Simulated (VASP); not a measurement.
Data:

```
CELL_PARAMETERS angstrom
      3.21102     0.00000     0.00000
      0.00000     3.32106     0.00000
      0.00000     0.00000     3.25327
ATOMIC_POSITIONS crystal
  In 0.50000 0.50000 0.50000
  Pd 0.02134 0.00000 0.00000
```

These are PBE GGA, VASP's PBE PAW potentials (set 64) (plane waves; VASP) values and carry that method's errors. Run with 520 eV cut-off, 10×10×10 Γ-centred mesh, first-order Methfessel-Paxton smearing of 0.10 eV, potentials In Pd.

Unless said otherwise, spin-orbit coupling is left out, though it shifts the bands of the heavy elements here.

### Question
Estimate the energy per atom (σ→0), pressure, largest force, band gap (on the k-mesh) with the smallest direct gap where there is one.

### Answer

The band gap (on the k-mesh) is none (metal, semimetal or under 0.01 eV) and the energy per atom (σ→0) comes out as -4.382 eV/atom. The pressure is 5.04 GPa and the largest force is 0.273 eV/Å.

The absolute energy has meaning only against runs of the same code, potentials and settings.

The compound is PdIn in the CsCl type structure. The cell was not relaxed at this level, atoms are displaced from their ideal sites. The run is one of a series of settings (ENCUT = 520, POTCAR In Pd (PBE.64 set) against the base run), some of them coarse on purpose. The electron count is odd and the run is not spin-polarised, which forces a metal.
